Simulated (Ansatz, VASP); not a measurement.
**Si11B4O28 (boron-doped silica glass): VASP beside Ansatz**

Wanted: the spread between two codes on one cell, functional and k mesh. The structure shown is the start of the Ansatz relaxation below; VASP solves that cell, so the two are compared at the walk's first step.

Main program and level: Ansatz 0.2.0; plane waves, with VASP 6.6.1 beside it; single point at PBE.

## (1) The starting structure

The cell holds 43 atoms: 11 Si, 4 B and 28 O. Cell: a = 8.570 Å, b = 8.570 Å, c = 8.570 Å, α = 90.0°, β = 90.0°, γ = 90.0°. As first built, before any earlier steps moved the atoms (in the runner's words): kind boron-doped silica glass; units_of_the_quenched_model {'SiO2': 11, 'B2O3': 2}; melt_K 2600; rate_K_ps 100; atoms 43.

## (2) Ansatz: relaxation, PBE

Ansatz runs on its PAW soft_1 files.

The two programs are compared at the cell with which this relaxation starts, whose forces are those of its first step.

input.yaml reads:

```yaml
crystal:
  lattice:
    - [8.5704, 0.0, 0.0]
    - [0.0, 8.5704, 0.0]
    - [0.0, 0.0, 8.5704]
  atoms:
    - { symbol: Si, position: [0.223355, 0.95091, 0.240308] }
    - { symbol: Si, position: [0.358902, 0.799212, 0.837282] }
    - { symbol: Si, position: [0.859324, 0.9045, 0.105717] }
    - { symbol: Si, position: [0.17723, 0.554963, 0.613873] }
    - { symbol: Si, position: [0.840925, 0.517151, 0.445072] }
    - { symbol: Si, position: [0.490343, 0.51952, 0.058078] }
    - { symbol: Si, position: [0.174439, 0.366386, 0.930037] }
    - { symbol: Si, position: [0.861593, 0.522908, 0.087046] }
    - { symbol: Si, position: [0.046429, 0.035299, 0.521203] }
    - { symbol: Si, position: [0.712508, 0.203976, 0.526362] }
    - { symbol: Si, position: [0.683061, 0.981432, 0.787435] }
    - { symbol: B, position: [0.827543, 0.806919, 0.520221] }
    - { symbol: B, position: [0.56672, 0.021949, 0.271488] }
    - { symbol: B, position: [0.147487, 0.037981, 0.859452] }
    - { symbol: B, position: [0.327972, 0.626886, 0.323626] }
    - { symbol: O, position: [0.442473, 0.666886, 0.945263] }
    - { symbol: O, position: [0.865675, 0.714377, 0.084818] }
    - { symbol: O, position: [0.259165, 0.709385, 0.698676] }
    - { symbol: O, position: [0.895812, 0.150419, 0.49391] }
    - { symbol: O, position: [0.191103, 0.053627, 0.401384] }
    - { symbol: O, position: [0.035812, 0.958077, 0.166362] }
    - { symbol: O, position: [0.757683, 0.87003, 0.651242] }
    - { symbol: O, position: [0.595645, 0.114536, 0.403761] }
    - { symbol: O, position: [0.250645, 0.763584, 0.279441] }
    - { symbol: O, position: [0.015658, 0.456986, 0.99177] }
    - { symbol: O, position: [0.197974, 0.419357, 0.747129] }
    - { symbol: O, position: [0.805634, 0.974796, 0.933723] }
    - { symbol: O, position: [0.702237, 0.953176, 0.209373] }
    - { symbol: O, position: [0.503395, 0.919496, 0.802547] }
    - { symbol: O, position: [0.973716, 0.862882, 0.479194] }
    - { symbol: O, position: [0.416275, 0.001049, 0.209721] }
    - { symbol: O, position: [0.095842, 0.034302, 0.704948] }
    - { symbol: O, position: [0.757921, 0.688261, 0.436089] }
    - { symbol: O, position: [0.144418, 0.179253, 0.938485] }
    - { symbol: O, position: [0.990993, 0.54557, 0.562407] }
    - { symbol: O, position: [0.272587, 0.540881, 0.449736] }
    - { symbol: O, position: [0.676961, 0.153244, 0.706051] }
    - { symbol: O, position: [0.889312, 0.468313, 0.268614] }
    - { symbol: O, position: [0.716279, 0.391497, 0.510109] }
    - { symbol: O, position: [0.341775, 0.401343, 0.018871] }
    - { symbol: O, position: [0.67786, 0.476911, 0.041105] }
    - { symbol: O, position: [0.226474, 0.909244, 0.920752] }
    - { symbol: O, position: [0.455838, 0.576497, 0.237178] }
  symmetry: { detect: false }
kpoints:
  mp_grid: { grid: [2, 2, 2] }
scf:
  occupations: { method: fermi_dirac, width: 0.05 }
hamiltonian:
  xc: pbe
  pseudopotentials: { kind: paw, azcp: { folder: soft_1 } }
output:
  forces: true
  stress: true
relax:
  f_tol: 0.04
  max_steps: 100
  escape_saddle: false
  cell: { stress_tol: 0.4, fix: [] }
```

The run is started by

```bash
ansatz run input.yaml --threads 6 --pin off --max-ram 15360MiB --backend cpu --events-out ev --progress --plain --runs-dir out
```

Numbers of over 12 decimals in the logs are rounded to 6 here.

Output:

```text
Engine: ansatz 0.2.0, x86_64-unknown-linux-gnu
Pseudopotentials: kind: paw
Pseudopotential: Si, paw, valence charge 4, recommended cutoff 420 eV (normal), soft_1/Si.paw.azcp
Pseudopotential: B, paw, valence charge 3, recommended cutoff 420 eV (normal), soft_1/B.paw.azcp
Pseudopotential: O, paw, valence charge 6, recommended cutoff 420 eV (normal), soft_1/O.paw.azcp
Functional definition: PBE
  parameter kappa = 0.804
  parameter beta = 0.066725
  exchange = pbe_x(kappa = kappa, mu = beta*pi^2/3)
  correlation = pbe_c(beta = beta)
Crystal: 43 atoms, lattice volume = 629.511 Å³
Basis set: ecut = 420 eV, 12293 PW (Γ), exchange–correlation on 120×120×120 points (8 copies of the dense FFT grid, shifted against one another)
Bands: 155, of which v1, the nominal top of the filled ones, is band 112 counted from 1 (111 counted from 0)
Symmetry: 1 space group operations
k-points: 8
Non-local potential: Si, projectors of the file, l = 0: 2, l = 1: 2, l = 2: 1
Non-local potential: B, projectors of the file, l = 0: 2, l = 1: 2, l = 2: 1
Non-local potential: O, projectors of the file, l = 0: 2, l = 1: 2, l = 2: 1
PAW form: soft (Blöchl's): semilocal exchange-correlation on the pseudo side does not see the compensation charge
PAW one-centre angular grid: Si, 110 points (default); XC on 64 Gauss nodes
PAW one-centre angular grid: B, 110 points (default); XC on 64 Gauss nodes
PAW one-centre angular grid: O, 110 points (default); XC on 64 Gauss nodes
Initial density: superposition of atomic densities (chi_scale 0.1, normalization cell, long waves kept (reshape's long-wave potential 0.06 eV rms))
Initial wavefunctions: pseudopotential atomic-orbital guess
Functional: x = pbe(κ = 0.804, μ = 0.219515), c = pbe(β = 0.066725)
SCF iter   1: F=—  HF=-23569.189768 eV  |F-HF|=—  |Δ(HF+E_count)|=         —  Δρ=1.18e-1  dr2=8.17e1  ethr=3.10e-3  ⟨swp⟩=6.0  Hψ=5576  notcnv=0  defer=124
preconditioner: auto → Resta (q_TF=auto, 2.297 Å⁻¹)  ε∞=2.6  [insulator: Δε(μ)=6.228 eV  Ē_g=17.329 eV  σ=0.050 eV  W_gap=1.00  n_scr=122 (ndim 8)  ℏωp=22.2 eV  f_vac=0.159  D(μ)=0.00/eV (n_scr^D=0)  ε∞_Penn≈2.6]
SCF iter   2: F=—  HF=-23546.924024 eV  |F-HF|=—  |Δ(HF+E_count)|=    2.23e1  Δρ=4.15e-2  dr2=4.92e0  ethr=3.10e-3  ⟨swp⟩=4.1  Hψ=3075  notcnv=0  defer=281
SCF iter   3: F=—  HF=-23546.384076 eV  |F-HF|=—  |Δ(HF+E_count)|=   5.40e-1  Δρ=1.97e-2  dr2=1.53e0  ethr=2.20e-3  ⟨swp⟩=3.0  Hψ=1214  notcnv=0  defer=282
SCF iter   4: F=—  HF=-23546.353224 eV  |F-HF|=—  |Δ(HF+E_count)|=   3.09e-2  Δρ=2.82e-3  dr2=4.66e-2  ethr=6.85e-4  ⟨swp⟩=3.8  Hψ=2230  notcnv=0  defer=300
SCF iter   5: F=—  HF=-23546.362302 eV  |F-HF|=—  |Δ(HF+E_count)|=   9.08e-3  Δρ=1.55e-3  dr2=1.27e-2  ethr=2.08e-5  ⟨swp⟩=2.0  Hψ=1835  notcnv=0  defer=300
SCF iter   6: F=—  HF=-23546.364892 eV  |F-HF|=—  |Δ(HF+E_count)|=   2.59e-3  Δρ=4.18e-4  dr2=1.47e-3  ethr=5.67e-6  ⟨swp⟩=2.0  Hψ=1767  notcnv=0  defer=300
SCF iter   7: F=—  HF=-23546.365694 eV  |F-HF|=—  |Δ(HF+E_count)|=   8.02e-4  Δρ=1.54e-4  dr2=1.65e-4  ethr=6.58e-7  ⟨swp⟩=2.0  Hψ=1558  notcnv=0  defer=300
SCF iter   8: F=—  HF=-23546.365744 eV  |F-HF|=—  |Δ(HF+E_count)|=   4.99e-5  Δρ=8.79e-5  dr2=3.92e-5  ethr=7.39e-8  ⟨swp⟩=2.0  Hψ=1788  notcnv=0  defer=300
SCF iter   9: F=—  HF=-23546.365358 eV  |F-HF|=—  |Δ(HF+E_count)|=   3.86e-4  Δρ=1.61e-5  dr2=1.53e-6  ethr=1.75e-8  ⟨swp⟩=2.0  Hψ=1986  notcnv=0  defer=300
SCF iter  10: F=—  HF=-23546.365359 eV  |F-HF|=—  |Δ(HF+E_count)|=   1.08e-6  Δρ=1.05e-5  dr2=5.20e-7  ethr=6.82e-10  ⟨swp⟩=2.0  Hψ=1825  notcnv=0  defer=300
SCF iter  11: F=-23546.365359 eV  HF=-23546.365359 eV  |F-HF|=1.14e-8  |Δ(HF+E_count)|=   2.15e-8  Δρ=3.02e-6  dr2=4.98e-8  ethr=4.46e-11  ⟨swp⟩=3.0  Hψ=4888  notcnv=0
SCF 1 converged in 11 iterations: F = -23546.365359 eV  dr2 = 4.98e-8
  greatest PAW one-centre occupation: 0.864 electrons in one spin orbital (limit 2), on the O atom at site 32 (counted from 0), in its partial waves of l = 0
relax step   1: F+E_penalty+E_count = -23546.36535916 eV  Δ(F+E_penalty+E_count) = +0.000e0 eV  max|allowed force component| = 1.685e0 eV/Å  Δτ_max = 0.0000 Å  P = -5.121 GPa  Ω = 629.511 Å³  (11 SCF iters, dr2 threshold 1.00e-7 eV, accepted)
Crystal: 43 atoms, lattice volume = 624.872 Å³
Basis set: ecut = 420 eV, 12225 PW (Γ), exchange–correlation on 120×120×120 points (8 copies of the dense FFT grid, shifted against one another)
Initial density: handed on by an earlier stage of this run
Initial wavefunctions: those handed on with the density
iter 1 solved again at ethr=2.77e-4 eV; its pass at ethr=3.10e-3 eV (dr2=6.20e-1 eV) is discarded
SCF iter   1: F=—  HF=-23548.392727 eV  |F-HF|=—  |Δ(HF+E_count)|=         —  Δρ=1.28e-2  dr2=6.23e-1  ethr=2.77e-4  ⟨swp⟩=5.6  Hψ=6972  notcnv=0
preconditioner: auto → Resta (q_TF=auto, 2.300 Å⁻¹)  ε∞=2.9  [insulator: Δε(μ)=4.917 eV  Ē_g=16.223 eV  σ=0.050 eV  W_gap=1.00  n_scr=134 (ndim 8)  ℏωp=22.2 eV  f_vac=0.240  D(μ)=0.00/eV (n_scr^D=0)  ε∞_Penn≈2.9]
[...]
SCF iter   3: F=—  HF=-23550.153203 eV  |F-HF|=—  |Δ(HF+E_count)|=   5.51e-4  Δρ=2.99e-5  dr2=2.98e-6  ethr=1.51e-8  ⟨swp⟩=2.0  Hψ=2136  notcnv=0
SCF iter   4: F=—  HF=-23550.153235 eV  |F-HF|=—  |Δ(HF+E_count)|=   3.27e-5  Δρ=4.58e-6  dr2=4.32e-8  ethr=1.33e-9  ⟨swp⟩=2.0  Hψ=1974  notcnv=0
[...]
SCF converged after 5 iterations
Free energy (F): -23550.153235 eV
Harris-Foulkes:  -23550.153235 eV  (|F-HF|=1.12e-8)
Internal energy: -23550.153235 eV  (E = F + TS)
E sigma→0 (E₀):  -23550.153235 eV
Fermi energy:    3.986988 eV
--- Per-component energies (eV) ---
  E_band       = -1306.451906
  E_kinetic    = 5479.410932
  E_local      = -16930.394004  (includes V_loc(G=0)·N_el)
  E_nonlocal   = 1739.743909
  E_hartree    = 6464.995148
  E_xc         = -2761.977284
  E_vxc        = -3244.528598  (∫ρ·V_xc dr)
  E_paw        = -10527.009646  (= ΣΔE_a)
  E_vpaw       = -1280.703295  (= ΣTr[D̂ρ^β])
  E_aug_tail   = 0.023090  (compensation charges beyond the density's cutoff)
  E_ewald      = -7014.945381
  E_smearing   = -0.000000  (= −TS)
  E_closure    = 0.000000  (closes the sum)
  Σ components = -23550.153235   (vs F -23550.153235, Δ=0.00e0)
--- Forces (eV/Å), atoms counted from 1 ---
  atom   1  Si    -0.00249073     0.00087035    -0.00143560
  atom   2  Si    -0.00692001     0.00496549     0.00846940
  atom   3  Si    -0.00257112    -0.00097764    -0.00647234
  atom   4  Si     0.00174729     0.00006677    -0.00122641
  atom   5  Si     0.00856230     0.00000227    -0.00110114
  atom   6  Si     0.00231126     0.00129788     0.00195329
  atom   7  Si    -0.00450751     0.00036665     0.00043986
  atom   8  Si     0.00018280     0.00059616    -0.00087483
  atom   9  Si    -0.00305010     0.00728260    -0.00260988
  atom  10  Si    -0.00180265    -0.00232362    -0.00132848
  atom  11  Si     0.00567155     0.00817642    -0.00003377
  atom  12  B     -0.01754745    -0.00299734     0.00024252
  atom  13  B      0.00130539     0.00161488     0.00713942
  atom  14  B      0.00021348    -0.01616121    -0.00941885
  atom  15  B     -0.00324949     0.00327058    -0.00383051
  atom  16  O     -0.00126185    -0.00181584    -0.00269793
  atom  17  O     -0.00081247    -0.00245320    -0.00003617
  atom  18  O     -0.00174843    -0.00242983    -0.00018811
  atom  19  O      0.00170740    -0.00271821    -0.00194596
  atom  20  O      0.00045480     0.00152673     0.00096276
  atom  21  O      0.00180672     0.00113788     0.00047975
  atom  22  O     -0.00012711    -0.00061527    -0.00183112
  atom  23  O     -0.00289521    -0.00417296    -0.00370955
  atom  24  O      0.00438469    -0.00422053     0.00190131
[...]
atom  36  O      0.00081950     0.00433270     0.00120581
  atom  37  O      0.00051900    -0.00362134     0.00066179
  atom  38  O      0.00131701     0.00086531     0.00118985
  atom  39  O      0.00204119    -0.00380884     0.00234494
  atom  40  O      0.00043801    -0.00128023     0.00287266
  atom  41  O     -0.00391332    -0.00108414    -0.00172826
  atom  42  O      0.00528976     0.00351464    -0.00422943
  atom  43  O     -0.00022743     0.00069126     0.00081326
  max |Σ_I F_I| component: 2.11e-5 eV/Å
--- Stress (GPa, compression-positive) ---
       -0.173254      -0.058808      -0.119554
       -0.058816       0.150463       0.136128
       -0.119546       0.136131       0.214692
  P = ⅓ Tr σ = 0.0640 GPa (0.640 kbar)
--- Relaxed structure (9 steps of the walk, 9 accepted, 1 SCFs on fresh bases) ---
  F+E_penalty+E_count = -23550.15323536 eV   max|allowed force component| = 1.755e-2 eV/Å   (the final SCF, on the basis selected at the relaxed cell)
  cell:  # Å, volume = 599.2683 Å³
    - [7.764491, -0.115127, -0.314210]
    - [-0.115127, 8.768853, 0.151913]
    - [-0.314210, 0.151913, 8.818582]
  atoms:
    - { symbol: Si, position: [0.231810, 0.917806, 0.272105] }
    - { symbol: Si, position: [0.335910, 0.816014, 0.844752] }
    - { symbol: Si, position: [0.864007, 0.901201, 0.084822] }
    - { symbol: Si, position: [0.206404, 0.555849, 0.627802] }
    - { symbol: Si, position: [0.841626, 0.518838, 0.435083] }
    - { symbol: Si, position: [0.457037, 0.543638, 0.081894] }
    - { symbol: Si, position: [0.153833, 0.370905, 0.931921] }
    - { symbol: Si, position: [0.847276, 0.536385, 0.082932] }
    - { symbol: Si, position: [0.060561, 0.038562, 0.518942] }
    - { symbol: Si, position: [0.731685, 0.193484, 0.485460] }
    - { symbol: Si, position: [0.688092, 0.968406, 0.767064] }
    - { symbol: B, position: [0.813682, 0.790752, 0.549984] }
    - { symbol: B, position: [0.573896, 0.011136, 0.248195] }
    - { symbol: B, position: [0.146253, 0.068952, 0.839788] }
    - { symbol: B, position: [0.349207, 0.616992, 0.361609] }
    - { symbol: O, position: [0.399658, 0.694304, 0.978598] }
    - { symbol: O, position: [0.861777, 0.719912, 0.052577] }
    - { symbol: O, position: [0.256228, 0.724087, 0.696417] }
    - { symbol: O, position: [0.928683, 0.164860, 0.441283] }
    - { symbol: O, position: [0.226684, 0.023020, 0.421233] }
    - { symbol: O, position: [0.052008, 0.945666, 0.168453] }
    - { symbol: O, position: [0.731868, 0.815676, 0.678043] }
    - { symbol: O, position: [0.592184, 0.115068, 0.362057] }
    - { symbol: O, position: [0.241174, 0.737971, 0.328457] }
    - { symbol: O, position: [-0.024076, 0.449961, 0.977043] }
    - { symbol: O, position: [0.220990, 0.430696, 0.768523] }
    - { symbol: O, position: [0.819941, 0.989944, 0.919116] }
    - { symbol: O, position: [0.714901, 0.949498, 0.191961] }
    - { symbol: O, position: [0.490832, 0.938329, 0.809926] }
    - { symbol: O, position: [0.956406, 0.874239, 0.514102] }
    - { symbol: O, position: [0.410131, -0.034430, 0.192865] }
    - { symbol: O, position: [0.123841, 0.096622, 0.686210] }
    - { symbol: O, position: [0.746167, 0.679376, 0.455055] }
    - { symbol: O, position: [0.131072, 0.186007, 0.935998] }
    - { symbol: O, position: [1.010576, 0.532550, 0.554516] }
    - { symbol: O, position: [0.337546, 0.530586, 0.494032] }
    - { symbol: O, position: [0.702292, 0.120165, 0.655645] }
    - { symbol: O, position: [0.897440, 0.495812, 0.262692] }
    - { symbol: O, position: [0.713546, 0.377558, 0.484281] }
    - { symbol: O, position: [0.310826, 0.408817, 0.058829] }
    - { symbol: O, position: [0.645192, 0.485301, 0.039475] }
    - { symbol: O, position: [0.186478, 0.925115, 0.897791] }
    - { symbol: O, position: [0.467349, 0.578342, 0.262327] }
```

In the SCF lines HF is the Harris–Foulkes energy and dr2 the Hartree energy of the density residual, in eV; the loop may stop once dr2 is under the threshold and the program's other checks hold. Hψ counts applications of the Hamiltonian.

(Part 1 of 2 ends here.)

[Lines on the potential files, build, host, timing and source positions are cut from VASP's logs without a mark.]

[Logs are printed without paths, hosts, clocks, repeated set-up lines and the standing remarks that a program may print on its own settings, such as how far it seeks lower states.]

[Hosts, paths, dates, database ids (printed as entryN), source tags and the programs' standing remarks are cut or masked in the printed files.]
